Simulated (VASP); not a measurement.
```yaml
crystal:
  lattice:
    - [1.84921, -3.20293, 0.00000]
    - [1.84921, 3.20293, 0.00000]
    - [0.00000, 0.00000, 5.87384]
  atoms:
    - { symbol: Zr, position: [0.00000, 0.00000, 0.00000] }
    - { symbol: Se, position: [0.33333, 0.66667, 0.27349] }
    - { symbol: Se, position: [0.66667, 0.33333, 0.72651] }
```

Level of theory: PBE GGA, VASP's PBE PAW potentials (set 64) (plane waves; VASP 6.6.1). Numerical set-up: 480 eV cut-off, 6×6×4 Γ-centred mesh, Gaussian smearing of 0.050 eV, potentials Zr_sv Se.

Without a dispersion term in the relaxation, distances and binding between the weakly bound layers, chains or molecules are unreliable, and so is what depends on them.

Q: Estimate the energy per atom (σ→0), pressure, band gap (on the k-mesh) with the smallest direct gap where there is one.

A: 
```yaml
band gap (on the k-mesh): none (metal, semimetal or under 0.01 eV)
energy per atom (σ→0): -6.474 eV/atom
pressure: 49.9 kbar
```

Only differences to runs with the same potentials and settings are physical.

The compound is ZrSe2 in the 1T layered structure. It was relaxed first under an external pressure of 5 GPa. The k-mesh is coarse (spacing up to 0.33 per Å, 2π included), so the numbers may not be converged in it.
